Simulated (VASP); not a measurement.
# Sb3I2 (Pm-3m) in VASP: notebook

One crystal, Sb3I2, is run at these levels: PBE; tasks: relaxation of cell and atoms.

All numbers are computed with VASP 6.6.1; they aren't measurements. Logs are shortened: lines on timing, memory, paths and dates and some standing lists are left out, and cuts for length are marked.

### Step 1. The crystal as given

It takes space group Pm-3m (No. 221, cubic). Conventional cell: a = 5.873 Å, b = 5.873 Å, c = 5.873 Å, α = 90.00°, β = 90.00°, γ = 90.00°. Sb (site symmetry 4/mmm) has 2 I at 2.94 Å as nearest neighbours. I (site symmetry m-3m) is surrounded by 6 Sb at 2.94 Å. Around I (site symmetry m-3m) lie 12 Sb at 4.15 Å.

The cell was built by a generator and needn't be a form met in nature.

### Step 2. Relaxation of cell and atoms, PBE, target pressure 5 GPa, at which the enthalpy is minimised

Input file INCAR:

```
  PREC = Accurate
  ENCUT = 600
  EDIFF = 1E-6
  ISMEAR = -1
  SIGMA = 0.05
  LREAL = F
  LASPH = T
  NELM = 100
  ALGO = Fast
  ISIF = 3
  LWAVE = F
  LCHARG = F
  GGA = PE
  IBRION = 2
  NSW = 40
  EDIFFG = -0.01
  PSTRESS = 50
```

Input file KPOINTS:

```
Automatic mesh
0
Gamma
  4 4 4
```

Input file POSCAR:

```
Sb3I2
1.0
    5.8734900000      0.0000000000      0.0000000000
    0.0000000000      5.8734900000      0.0000000000
    0.0000000000      0.0000000000      5.8734900000
Sb I
3 2
Direct
    0.5000000000      0.0000000000      0.0000000000
    0.0000000000      0.5000000000      0.0000000000
    0.0000000000      0.0000000000      0.5000000000
    0.0000000000      0.0000000000      0.0000000000
    0.5000000000      0.5000000000      0.5000000000
```

Potentials or basis: VASP PAW PBE potentials, release 64 (Sb, I).

Command:

```
> cat potpaw_PBE.64/Sb/POTCAR potpaw_PBE.64/I/POTCAR > POTCAR
> mpirun -np 1 vasp_std > vasp.out
```

OUTCAR:

```text
PREC = Accurate
   ENCUT = 600
   EDIFF = 1E-6
   ISMEAR = -1
   LREAL = F
   LASPH = T
   NELM = 100
   ISIF = 3
   GGA = PE
   IBRION = 2
   NSW = 40
   EDIFFG = -0.01
   PSTRESS = 50

 ion  position               nearest neighbor table
   1  0.500  0.000  0.000-   4 2.94   4 2.94
   2  0.000  0.500  0.000-   4 2.94   4 2.94
   3  0.000  0.000  0.500-   4 2.94   4 2.94
   4  0.000  0.000  0.000-   1 2.94   2 2.94   3 2.94   3 2.94   2 2.94   1 2.94
   5  0.500  0.500  0.500-

  LATTYP: Found a simple cubic cell.
 ALAT       =     5.8734900000

  Lattice vectors:

 A1 = (   5.8734900000,   0.0000000000,   0.0000000000)
 A2 = (   0.0000000000,   5.8734900000,   0.0000000000)
 A3 = (   0.0000000000,   0.0000000000,   5.8734900000)

Analysis of symmetry for initial positions (statically):
=====================================================================
 Subroutine PRICEL returns:
 Original cell was already a primitive cell.

 Routine SETGRP: Setting up the symmetry group for a
 simple cubic supercell.

 Subroutine GETGRP returns: Found 48 space group operations
 (whereof 48 operations were pure point group operations)
 out of a pool of 48 trial point group operations.

The static configuration has the point symmetry O_h .

Analysis of symmetry for dynamics (positions and initial velocities):
=====================================================================
 Subroutine PRICEL returns:
 Original cell was already a primitive cell.

 Routine SETGRP: Setting up the symmetry group for a
 simple cubic supercell.

 Subroutine GETGRP returns: Found 48 space group operations
 (whereof 48 operations were pure point group operations)
 out of a pool of 48 trial point group operations.

The dynamic configuration has the point symmetry O_h .

 Subroutine INISYM returns: Found 48 space group operations
 (whereof 48 operations are pure point group operations),
 and found     1 'primitive' translations

----------------------------------------------------------------------------------------

                                     Primitive cell

  volume of cell :     202.6230

  direct lattice vectors                    reciprocal lattice vectors
     5.873490000  0.000000000  0.000000000     0.170256526  0.000000000  0.000000000
     0.000000000  5.873490000  0.000000000     0.000000000  0.170256526  0.000000000
     0.000000000  0.000000000  5.873490000     0.000000000  0.000000000  0.170256526

  length of vectors
     5.873490000  5.873490000  5.873490000     0.170256526  0.170256526  0.170256526

  position of ions in fractional coordinates (direct lattice)
     0.500000000  0.000000000  0.000000000
     0.000000000  0.500000000  0.000000000
     0.000000000  0.000000000  0.500000000
     0.000000000  0.000000000  0.000000000
     0.500000000  0.500000000  0.500000000

  ion indices of the primitive-cell ions
   primitive index   ion index
                 1           1
                 2           2
                 3           3
                 4           4
                 5           5

----------------------------------------------------------------------------------------

 KPOINTS: Automatic mesh

Automatic generation of k-mesh.
 Grid dimensions read from file:
 generate k-points for:    4    4    4

 Generating k-lattice:

  Cartesian coordinates                     Fractional coordinates (reciprocal lattice)
     0.042564131  0.000000000  0.000000000     0.250000000  0.000000000  0.000000000
     0.000000000  0.042564131  0.000000000     0.000000000  0.250000000  0.000000000
     0.000000000  0.000000000  0.042564131     0.000000000  0.000000000  0.250000000

  Length of vectors
     0.042564131  0.042564131  0.042564131

  Shift w.r.t. Gamma in fractional coordinates (k-lattice)
     0.000000000  0.000000000  0.000000000

 Subroutine IBZKPT returns following result:
 ===========================================

 Found     10 irreducible k-points:

 Following reciprocal coordinates:
            Coordinates               Weight
  0.000000  0.000000  0.000000      1.000000
  0.250000  0.000000  0.000000      6.000000
  0.500000  0.000000  0.000000      3.000000
  0.250000  0.250000  0.000000     12.000000
  0.500000  0.250000  0.000000     12.000000
  0.500000  0.500000  0.000000      3.000000
  0.250000  0.250000  0.250000      8.000000
  0.500000  0.250000  0.250000     12.000000
  0.500000  0.500000  0.250000      6.000000
  0.500000  0.500000  0.500000      1.000000
   k-points           NKPTS =     10   k-points in BZ     NKDIM =     10   number of bands    NBANDS=     18
   number of dos      NEDOS =    301   number of ions     NIONS =      5
   total plane-waves  NPLWV = 110592
   dimension x,y,z NGX =    48 NGY =   48 NGZ =   48
   dimension x,y,z NGXF=    96 NGYF=   96 NGZF=   96
   ions per type =               3   2
   NGX,Y,Z   is equivalent  to a cutoff of  13.59, 13.59, 13.59 a.u.
   NGXF,Y,Z  is equivalent  to a cutoff of  27.17, 27.17, 27.17 a.u.
 SYSTEM =  unknown system
   PREC   = accura    normal or accurate (medium, high low for compatibility)
   ISTART =      0    job   : 0-new  1-cont  2-samecut
   ICHARG =      2    charge: 1-file 2-atom 10-const
   ISPIN  =      1    spin polarized calculation?
   LNONCOLLINEAR =      F non collinear calculations
   LSORBIT =      F    spin-orbit coupling
   LASPH  =      T    aspherical Exc in radial PAW
   ENCUT  =  600.0 eV  44.10 Ry    6.64 a.u.  11.73 11.73 11.73*2*pi/ulx,y,z
   NELM   =    100;   NELMIN=  2; NELMDL= -5     # of ELM steps
   EDIFF  = 0.1E-05   stopping-criterion for ELM
   LREAL  =      F    real-space projection
   EDIFFG = -.1E-01   stopping-criterion for IOM
   NSW    =     40    number of steps for IOM
   IBRION =      2    ionic relax: 0-MD 1-quasi-New 2-CG
   NFREE  =      1    steps in history (QN), initial steepest desc. (CG)
   ISIF   =      3    stress and relaxation
   ISYM   =      2    0-nonsym 1-usesym 2-fastsym
   POTIM  = 0.5000    time-step for ionic-motion
   TEBEG  =    0.0;   TEEND  =   0.0 temperature during run
   PSTRESS=   50.0 pullay stress
   NELECT =      29.0000    total number of electrons
   NUPDOWN=      -1.0000    fix difference up-down
   EMIN   =  10.00;   EMAX   =-10.00  energy-range for DOS
   EFERMI =   0.00;   METHOD = LEGACY
   ISMEAR =    -1;   SIGMA  =   0.05  broadening in eV -4-tet -1-fermi 0-gaus
   EFERMI_NEDOS =   21; number of points for ismear=-14 and -15
   IALGO  =     68    algorithm
   IMIX   =      4    mixing-type and parameters
     AMIX     =   0.40;   BMIX     =  1.00
     AMIX_MAG =   1.60;   BMIX_MAG =  1.00
  volume/ion in A,a.u.               =      40.52       273.47
  Fermi-wavevector in a.u.,A,eV,Ry     =   0.856337  1.618242  9.977325  0.733313
  Thomas-Fermi vector in A             =   1.973223
   LORBIT       =      0    0 simple, 1 ext, 2 COOP (PROOUT), +10 PAW based schemes
   GGA     = PE    functional components
   LHFCALC =     F    Hartree Fock is set to
   AEXX    =    0.0000 exact exchange contribution
   IVDW    =     0    specifies the selected vdW correction
   LEPSILON=     F    determine dielectric tensor
   LRPA    =     F    only Hartree local field effects (RPA)
 conjugate gradient relaxation of ions
 non-spin polarized calculation
 RMM-DIIS sequential band-by-band and
  energy-cutoff  :      600.00
  volume of cell :      202.62
 maximum number of plane-waves:      6816
 NGX is ok and might be reduce to    48
   NGX = 23   NGY = 23   NGZ = 23

--------------------------------------- Ionic step        1  -------------------------------------------

 number of electron      28.9999996 magnetization

 Free energy of the ion-electron system (eV)
  ---------------------------------------------------
  ext. energy  EPLUGINS =         0.00000000
  ---------------------------------------------------
  free energy    TOTEN  =       -10.52654578 eV

  energy without entropy =      -10.45778637  energy(sigma->0) =      -10.49216608

 E-fermi :   3.7758     XC(G=0):  -8.3171

 val. band max:        3.7557789841   @ k =   0.5000   0.2500   0.2500
 cond. band min:       3.8037730698   @ k =   0.5000   0.0000   0.0000
 fundamental gap:      0.0479940856
 Fermi energy:         3.7757583515

 k-point     1 :       0.0000    0.0000    0.0000
  band No.  band energies     occupation
      1     -11.1480      2.00000
      2      -7.9671      2.00000
      3      -4.4671      2.00000
      4      -4.4671      2.00000
      5      -4.0653      2.00000
      6      -2.2847      2.00000
[... 10 lines left out ...]
     17       4.6280      0.00000
     18       7.5395      0.00000

 k-point     2 :       0.2500    0.0000    0.0000
  band No.  band energies     occupation
      1     -11.1112      2.00000
      2      -7.9659      2.00000
      3      -5.1063      2.00000
      4      -4.4577      2.00000
      5      -4.2242      2.00000
      6      -2.2368      2.00000
[... 10 lines left out ...]
     17       4.3105      0.00005
     18       5.9800      0.00000
[... 229 lines left out ...]
 POSITION                                       TOTAL-FORCE (eV/Angst)
 -----------------------------------------------------------------------------------
      2.77312     -0.00000      0.00000        -0.000000     -0.000000      0.000000
     -0.00000      2.77312      0.00000         0.000000     -0.000000      0.000000
      0.00000     -0.00000      2.77312        -0.000000      0.000000      0.000000
      0.00000      0.00000      0.00000        -0.000000     -0.000000      0.000000
      2.77312      2.77312      2.77312         0.000000      0.000000      0.000000
 -----------------------------------------------------------------------------------
    total drift:                               -0.000000     -0.000000      0.000000

  FREE ENERGIE OF THE ION-ELECTRON SYSTEM (eV)
  ---------------------------------------------------
  free  energy   TOTEN  =        -9.8736716619 eV

  energy  without entropy=       -9.8306125950  energy(sigma->0) =       -9.85214213

  enthalpy is  TOTEN    =        -4.5494796827 eV   P V=        5.3241919792

--------------------------------------- Ionic step        3  -------------------------------------------

 number of electron      28.9999998 magnetization

 Free energy of the ion-electron system (eV)
  ---------------------------------------------------
  ext. energy  EPLUGINS =         0.00000000
  ---------------------------------------------------
  free energy    TOTEN  =       -10.14973650 eV

  energy without entropy =      -10.09820693  energy(sigma->0) =      -10.12397171

 E-fermi :   5.0819     XC(G=0):  -8.8606

 val. band max:        5.0680413566   @ k =   0.5000   0.0000   0.0000
 cond. band min:       5.1115529008   @ k =   0.5000   0.2500   0.2500
 fundamental gap:      0.0435115441
 Fermi energy:         5.0819228918

 k-point     1 :       0.0000    0.0000    0.0000
  band No.  band energies     occupation
      1     -10.5789      2.00000
      2      -6.9909      2.00000
      3      -3.2383      2.00000
      4      -3.2383      2.00000
      5      -2.5754      2.00000
      6      -1.7628      2.00000
[... 10 lines left out ...]
     17       6.1354      0.00000
     18       8.5249      0.00000

 k-point     2 :       0.2500    0.0000    0.0000
  band No.  band energies     occupation
      1     -10.5303      2.00000
      2      -6.9956      2.00000
      3      -4.1901      2.00000
      4      -3.2228      2.00000
      5      -2.8569      2.00000
      6      -1.7025      2.00000
[... 10 lines left out ...]
     17       5.7118      0.00001
     18       7.7554      0.00000
[... 179 lines left out ...]
 VOLUME and BASIS-vectors are now :
 -----------------------------------------------------------------------------
  energy-cutoff  :      600.00
  volume of cell :      177.94
      direct lattice vectors                 reciprocal lattice vectors
     5.624615035 -0.000000000  0.000000000     0.177789945  0.000000000 -0.000000000
    -0.000000000  5.624615035  0.000000000     0.000000000  0.177789945  0.000000000
     0.000000000 -0.000000000  5.624615035    -0.000000000 -0.000000000  0.177789945

 POSITION                                       TOTAL-FORCE (eV/Angst)
 -----------------------------------------------------------------------------------
      2.81231     -0.00000      0.00000        -0.000000     -0.000000      0.000000
     -0.00000      2.81231      0.00000        -0.000000     -0.000000      0.000000
      0.00000     -0.00000      2.81231        -0.000000      0.000000      0.000000
      0.00000      0.00000      0.00000        -0.000000     -0.000000      0.000000
      2.81231      2.81231      2.81231         0.000000      0.000000      0.000000
 -----------------------------------------------------------------------------------
    total drift:                               -0.000000     -0.000000      0.000000

  FREE ENERGIE OF THE ION-ELECTRON SYSTEM (eV)
  ---------------------------------------------------
  free  energy   TOTEN  =       -10.1497365020 eV

  energy  without entropy=      -10.0982069277  energy(sigma->0) =      -10.12397171

  enthalpy is  TOTEN    =        -4.5966066094 eV   P V=        5.5531298927

 reached required accuracy - stopping structural energy minimisation
```

It took 84 s on 1 thread of Intel Xeon Platinum 8488C (Sapphire Rapids), shared host; peak memory 0.36 GiB.

Results:

```yaml
Free_energy: -10.1497 eV
Relaxed_volume: 35.59 Å³/atom
Relaxed_cell: a = 5.625 Å, b = 5.625 Å, c = 5.625 Å, α = 90.00°, β = 90.00°, γ = 90.00°
Space_group_after_relaxing_to_0.05_Å: Pm-3m (No. 221)
Energy_change_on_relaxing_the_enthalpy_is_what_falls: +75.4 meV/atom
Ionic_steps: 3
Pressure_after_relaxing: 5.0 GPa
```

Step by step:
| step | energy change (eV) | largest force (eV/Å) | pressure (GPa) | volume (Å³) |
| --- | --- | --- | --- | --- |
| 1 | 0.0000 | 0.0000 | 0.43 | 202.62 |
| 2 | 0.6529 | 0.0000 | 7.16 | 170.61 |
| 3 | 0.3768 | 0.0000 | 4.99 | 177.94 |

Final structure:
```
CELL_PARAMETERS angstrom
5.62462 0.00000 0.00000
0.00000 5.62462 0.00000
0.00000 0.00000 5.62462
ATOMIC_POSITIONS crystal
Sb 0.50000 0.00000 0.00000
Sb 0.00000 0.50000 0.00000
Sb 0.00000 0.00000 0.50000
I 0.00000 0.00000 0.00000
I 0.50000 0.50000 0.50000
```

Caveat: the cell is relaxed towards a set pressure, so the enthalpy falls and the energy may rise; the bands computed are all filled at some k points, so no gap is given. The run has no spin-orbit coupling, so splittings on I, Sb are missing.

(Continued in part 2 of 2.)
